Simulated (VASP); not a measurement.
Output of a VASP run:

**OUTCAR**
```
 ion  position               nearest neighbor table
   1  0.500  0.500  0.500-   2 2.16   2 2.16   2 2.16   2 2.16   2 2.16   2 2.16
   2  0.000  0.000  0.000-   1 2.16   1 2.16   1 2.16   1 2.16   1 2.16   1 2.16
  LATTYP: Found a face centered cubic cell.
 ALAT       =     4.3273434554
 Subroutine PRICEL returns:
 Original cell was already a primitive cell.
 Subroutine GETGRP returns: Found 48 space group operations
The static configuration has the point symmetry O_h .
The dynamic configuration has the point symmetry O_h .
 Subroutine INISYM returns: Found 48 space group operations
 Subroutine IBZKPT returns following result:
 Found     84 irreducible k-points:

 Following reciprocal coordinates:
            Coordinates               Weight
  0.000000  0.000000  0.000000      1.000000
  0.076923  0.000000  0.000000      8.000000
  0.153846  0.000000  0.000000      8.000000
  0.230769  0.000000  0.000000      8.000000
  0.307692  0.000000  0.000000      8.000000
  0.384615  0.000000  0.000000      8.000000
  0.461538  0.000000  0.000000      8.000000
  0.076923  0.076923  0.000000      6.000000
  0.153846  0.076923  0.000000     24.000000
  0.230769  0.076923  0.000000     24.000000
  0.307692  0.076923  0.000000     24.000000
  0.384615  0.076923  0.000000     24.000000
  0.461538  0.076923  0.000000     24.000000
 -0.461538  0.076923  0.000000     24.000000
 -0.384615  0.076923  0.000000     24.000000
 -0.307692  0.076923  0.000000     24.000000
 -0.230769  0.076923  0.000000     24.000000
 -0.153846  0.076923  0.000000     24.000000
 -0.076923  0.076923  0.000000     12.000000
  0.153846  0.153846  0.000000      6.000000
  0.230769  0.153846  0.000000     24.000000
  0.307692  0.153846  0.000000     24.000000
  0.384615  0.153846  0.000000     24.000000
  0.461538  0.153846  0.000000     24.000000
 -0.461538  0.153846  0.000000     24.000000
 -0.384615  0.153846  0.000000     24.000000
 -0.307692  0.153846  0.000000     24.000000
 -0.230769  0.153846  0.000000     24.000000
 -0.153846  0.153846  0.000000     12.000000
  0.230769  0.230769  0.000000      6.000000
  0.307692  0.230769  0.000000     24.000000
  0.384615  0.230769  0.000000     24.000000
  0.461538  0.230769  0.000000     24.000000
 -0.461538  0.230769  0.000000     24.000000
 -0.384615  0.230769  0.000000     24.000000
 -0.307692  0.230769  0.000000     24.000000
 -0.230769  0.230769  0.000000     12.000000
  0.307692  0.307692  0.000000      6.000000
  0.384615  0.307692  0.000000     24.000000
  0.461538  0.307692  0.000000     24.000000
   k-points           NKPTS =     84   k-points in BZ     NKDIM =     84   number of bands    NBANDS=     12
   number of dos      NEDOS =    301   number of ions     NIONS =      2
   total plane-waves  NPLWV =  13824
   dimension x,y,z NGX =    24 NGY =   24 NGZ =   24
   dimension x,y,z NGXF=    48 NGYF=   48 NGZF=   48
   ions per type =               1   1
   PREC   = accura    normal or accurate (medium, high low for compatibility)
   ISTART =      0    job   : 0-new  1-cont  2-samecut
   ICHARG =      2    charge: 1-file 2-atom 10-const
   ISPIN  =      1    spin polarized calculation?
   LNONCOLLINEAR =      F non collinear calculations
   LSORBIT =      F    spin-orbit coupling
   INIWAV =      1    electr: 0-lowe 1-rand  2-diag
   ENCUT  =  520.0 eV  38.22 Ry    6.18 a.u.   5.69  5.69  5.69*2*pi/ulx,y,z
   NELM   =    100;   NELMIN=  2; NELMDL= -5     # of ELM steps
   EDIFF  = 0.1E-05   stopping-criterion for ELM
   LREAL  =      F    real-space projection
   NLSPLINE    = F    spline interpolate recip. space projectors
   LMAXMIX     =    4 max onsite mixed and CHGCAR
   VOSKOWN=      0    Vosko Wilk Nusair interpolation
   EDIFFG = -.1E-01   stopping-criterion for IOM
   NSW    =     60    number of steps for IOM
   NBLOCK =      1;   KBLOCK =     60    inner block; outer block
   IBRION =      2    ionic relax: 0-MD 1-quasi-New 2-CG
...
```

File OSZICAR:
```
       N       E                     dE             d eps       ncg     rms          rms(c)
DAV:   1     0.114221399953E+03    0.11422E+03   -0.91982E+03  2020   0.170E+03
DAV:   2    -0.232653648814E+02   -0.13749E+03   -0.13047E+03  2100   0.398E+02
DAV:   3    -0.366198248712E+02   -0.13354E+02   -0.12955E+02  3408   0.113E+02
DAV:   4    -0.372944817560E+02   -0.67466E+00   -0.67369E+00  2504   0.207E+01
DAV:   5    -0.373221311807E+02   -0.27649E-01   -0.27646E-01  2920   0.362E+00    0.196E+01
DAV:   6    -0.286591393967E+02    0.86630E+01   -0.26356E+01  2616   0.832E+01    0.486E+00
DAV:   7    -0.280964886856E+02    0.56265E+00   -0.31676E+00  2236   0.251E+01    0.429E+00
DAV:   8    -0.280594604797E+02    0.37028E-01   -0.18239E-01  2232   0.587E+00    0.236E+00
DAV:   9    -0.280897079601E+02   -0.30247E-01   -0.12015E-01  2152   0.445E+00    0.841E-01
DAV:  10    -0.280932085297E+02   -0.35006E-02   -0.93953E-02  2096   0.362E+00    0.349E-01
DAV:  11    -0.281055027352E+02   -0.12294E-01   -0.85307E-03  2112   0.121E+00    0.990E-02
DAV:  12    -0.281079322281E+02   -0.24295E-02   -0.33624E-03  2372   0.688E-01    0.594E-02
DAV:  13    -0.281074267460E+02    0.50548E-03   -0.41404E-04  2136   0.261E-01    0.569E-02
DAV:  14    -0.281073936613E+02    0.33085E-04   -0.32470E-05  2412   0.652E-02    0.361E-02
DAV:  15    -0.281072214524E+02    0.17221E-03   -0.10685E-04  2032   0.146E-01    0.805E-03
DAV:  16    -0.281072089208E+02    0.12532E-04   -0.77428E-06  2556   0.362E-02    0.499E-03
DAV:  17    -0.281072134462E+02   -0.45254E-05   -0.15745E-06  1680   0.153E-02    0.446E-03
DAV:  18    -0.281072227736E+02   -0.93274E-05   -0.15693E-06  1480   0.149E-02    0.205E-03
DAV:  19    -0.281072234559E+02   -0.68236E-06   -0.23739E-07  1040   0.836E-03
   1 F= -.28107223E+02 E0= -.28107133E+02  d E =-.281072E+02
       N       E                     dE             d eps       ncg     rms          rms(c)
DAV:   1    -0.281075532345E+02   -0.33046E-03   -0.80750E-03  2036   0.154E+00    0.183E-01
DAV:   2    -0.281072584958E+02    0.29474E-03   -0.14750E-03  2168   0.648E-01    0.487E-02
DAV:   3    -0.281072245638E+02    0.33932E-04   -0.17827E-04  2404   0.149E-01    0.173E-02
DAV:   4    -0.281072302392E+02   -0.56754E-05   -0.46918E-05  2112   0.830E-02    0.933E-03
DAV:   5    -0.281072068639E+02    0.23375E-04   -0.30966E-05  2448   0.544E-02    0.600E-03
DAV:   6    -0.281072076055E+02   -0.74164E-06   -0.37266E-06  2256   0.211E-02
   2 F= -.28107208E+02 E0= -.28107118E+02  d E =0.158504E-04
       N       E                     dE             d eps       ncg     rms          rms(c)
DAV:   1    -0.281074190954E+02   -0.21223E-03   -0.46327E-03  2036   0.117E+00    0.141E-01
DAV:   2    -0.281072364674E+02    0.18263E-03   -0.85372E-04  2160   0.486E-01    0.372E-02
DAV:   3    -0.281072038557E+02    0.32612E-04   -0.94496E-05  2276   0.111E-01    0.143E-02
DAV:   4    -0.281071982868E+02    0.55689E-05   -0.30217E-05  2112   0.615E-02    0.693E-03
DAV:   5    -0.281072159409E+02   -0.17654E-04   -0.11886E-05  2400   0.341E-02    0.377E-03
DAV:   6    -0.281072180133E+02   -0.20723E-05   -0.16202E-06  1816   0.166E-02    0.221E-03
DAV:   7    -0.281072212060E+02   -0.31927E-05   -0.52949E-07  1008   0.100E-02    0.729E-04
DAV:   8    -0.281072214168E+02   -0.21083E-06   -0.35295E-07  1008   0.998E-03
   3 F= -.28107221E+02 E0= -.28107131E+02  d E =0.203910E-05
```

OUTCAR:
```
------------------------ aborting loop because EDIFF is reached ----------------------------------------
  FORCE on cell =-STRESS in cart. coord.  units (eV):
  Direction    XX          YY          ZZ          XY          YZ          ZX
  --------------------------------------------------------------------------------------
  Total       -0.0106794     -0.0106794     -0.0106794     -0.0000000      0.0000000     -0.0000000
  in kB       -0.8449037     -0.8449037     -0.8449037     -0.0000000      0.0000000     -0.0000000
  external PRESSURE =      -0.8449037 kB  Pullay stress =       0.0000000 kB
  volume of cell :       20.25
      direct lattice vectors                 reciprocal lattice vectors
     0.000000000  2.163417122  2.163417122    -0.231115856  0.231115856  0.231115856
     2.163417122  0.000000000  2.163417122     0.231115856 -0.231115856  0.231115856
     2.163417122  2.163417122  0.000000000     0.231115856  0.231115856 -0.231115856
 POSITION                                       TOTAL-FORCE (eV/Angst)
 -----------------------------------------------------------------------------------
      2.16342      2.16342      2.16342        -0.000000     -0.000000     -0.000000
      0.00000      0.00000      0.00000         0.000000      0.000000      0.000000
 -----------------------------------------------------------------------------------
    total drift:                                0.000000     -0.000000      0.000000
  FREE ENERGIE OF THE ION-ELECTRON SYSTEM (eV)
  ---------------------------------------------------
  free  energy   TOTEN  =       -28.1072214168 eV

  energy  without entropy=      -28.1069492009  energy(sigma->0) =      -28.10713068

 reached required accuracy - stopping structural energy minimisation
```
(Selected blocks of OUTCAR.)

POSCAR:
```
TiC
1
    0.0000000000     2.1636717277     2.1636717277
    2.1636717277     0.0000000000     2.1636717277
    2.1636717277     2.1636717277     0.0000000000
Ti C
1 1
Direct
  0.5000000000   0.5000000000   0.5000000000
  0.0000000000   0.0000000000   0.0000000000
```

### Question
Reconstruct the remaining input files.

### Answer
One answer among several that fit: the input of the run itself, SCAN meta-GGA, plane waves, VASP's PBE PAW potentials (set 64).

INCAR:
```
SYSTEM=TiC
PREC=Accurate; ENCUT=520; LREAL=.False.
LASPH=.True.
EDIFF=1E-6; NELM=100; ALGO=Normal
LMAXMIX=4; LMIXTAU=.True.
ISMEAR=1; SIGMA=0.1
METAGGA=SCAN
IBRION=2; NSW=60; ISIF=3
EDIFFG=-0.01
LWAVE=.False.; LCHARG=.False.
```

File KPOINTS:
```
K-points
0
Gamma
 13 13 13
```

POTCAR, in this order: Ti_sv C (PBE.64 set). Program: vasp_std.

The structure comes from a measured TiC entry (Fm-3m) of the Crystallography Open Database, whose conditions weren't checked. This run relaxes it. Symmetry was kept, so distortions that lower it aren't found. The start is the result of an earlier pass.
